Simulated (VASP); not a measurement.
Method: PBE GGA, VASP's PBE PAW potentials (set 64) (plane waves; VASP).

VASP input:

File KPOINTS:
```
kpoints
0
G
11 11 11
0 0 0
```

**INCAR**
```
SYSTEM = FeAl
PREC = Accurate
ENCUT = 480
EDIFF = 1E-6
NELM = 100
ALGO = Normal
LREAL = .FALSE.
LASPH = .TRUE.
ISMEAR = 1
SIGMA = 0.1
GGA = PE
LMAXMIX = 4
LWAVE = .FALSE.
LCHARG = .FALSE.
IBRION = 2
ISIF = 3
NSW = 60
EDIFFG = -0.01
```

**POSCAR**
```
FeAl
1
    2.8686494509     0.0000000000    -0.0000000000
   -0.0000000000     2.8686494509    -0.0000000000
    0.0000000000     0.0000000000     2.8686494509
Al Fe
1 1
Direct
  0.5000000000   0.5000000000   0.5000000000
  0.0000000000   0.0000000000   0.0000000000
```

POTCAR, in this order: Al Fe (PBE.64 set). Program: vasp_std.

The run wrote:

### OSZICAR
```
       N       E                     dE             d eps       ncg     rms          rms(c)
DAV:   1     0.288736513637E+02    0.28874E+02   -0.48840E+03  1032   0.117E+03
DAV:   2    -0.134692345090E+02   -0.42343E+02   -0.40465E+02  1008   0.172E+02
DAV:   3    -0.145683283781E+02   -0.10991E+01   -0.10763E+01  1185   0.388E+01
DAV:   4    -0.145906459606E+02   -0.22318E-01   -0.22299E-01  1282   0.507E+00
DAV:   5    -0.145910458671E+02   -0.39991E-03   -0.39989E-03  1231   0.570E-01    0.138E+01
DAV:   6    -0.165543603746E+02   -0.19633E+01   -0.74501E+01  1139   0.135E+02    0.181E+01
DAV:   7    -0.126586039169E+02    0.38958E+01   -0.37174E+01  1118   0.838E+01    0.254E+00
DAV:   8    -0.126248101828E+02    0.33794E-01   -0.22560E-01  1148   0.594E+00    0.146E+00
DAV:   9    -0.126097518622E+02    0.15058E-01   -0.45971E-02  1185   0.326E+00    0.363E-01
DAV:  10    -0.126093212097E+02    0.43065E-03   -0.94908E-04  1269   0.420E-01    0.156E-01
DAV:  11    -0.126093079563E+02    0.13253E-04   -0.18717E-05  1142   0.465E-02    0.126E-02
DAV:  12    -0.126093069608E+02    0.99549E-06   -0.49885E-06  1066   0.292E-02
   1 F= -.12609307E+02 E0= -.12609376E+02  d E =-.126093E+02
```

OUTCAR:
```
------------------------ aborting loop because EDIFF is reached ----------------------------------------
  FORCE on cell =-STRESS in cart. coord.  units (eV):
  Direction    XX          YY          ZZ          XY          YZ          ZX
  --------------------------------------------------------------------------------------
  Total        0.0067230      0.0067230      0.0067230      0.0000000     -0.0000000     -0.0000000
  in kB        0.4562918      0.4562918      0.4562918      0.0000000     -0.0000000     -0.0000000
  external PRESSURE =       0.4562918 kB  Pullay stress =       0.0000000 kB
  volume of cell :       23.61
      direct lattice vectors                 reciprocal lattice vectors
     2.868649451  0.000000000  0.000000000     0.348596096  0.000000000  0.000000000
     0.000000000  2.868649451  0.000000000     0.000000000  0.348596096  0.000000000
     0.000000000  0.000000000  2.868649451     0.000000000  0.000000000  0.348596096
 POSITION                                       TOTAL-FORCE (eV/Angst)
 -----------------------------------------------------------------------------------
      1.43432      1.43432      1.43432         0.000000      0.000000      0.000000
      0.00000      0.00000      0.00000         0.000000      0.000000      0.000000
 -----------------------------------------------------------------------------------
    total drift:                                0.000000      0.000000      0.000000
  FREE ENERGIE OF THE ION-ELECTRON SYSTEM (eV)
  ---------------------------------------------------
  free  energy   TOTEN  =       -12.6093069608 eV

  energy  without entropy=      -12.6095145580  energy(sigma->0) =      -12.60937616

 reached required accuracy - stopping structural energy minimisation
```
(Selected blocks of OUTCAR.)

The compound is FeAl in the CsCl type structure. It was relaxed first. The start is the result of an earlier pass. The run is not spin-polarised, so no magnetic state was tried. The electron count is odd and the run is not spin-polarised, which forces a metal.
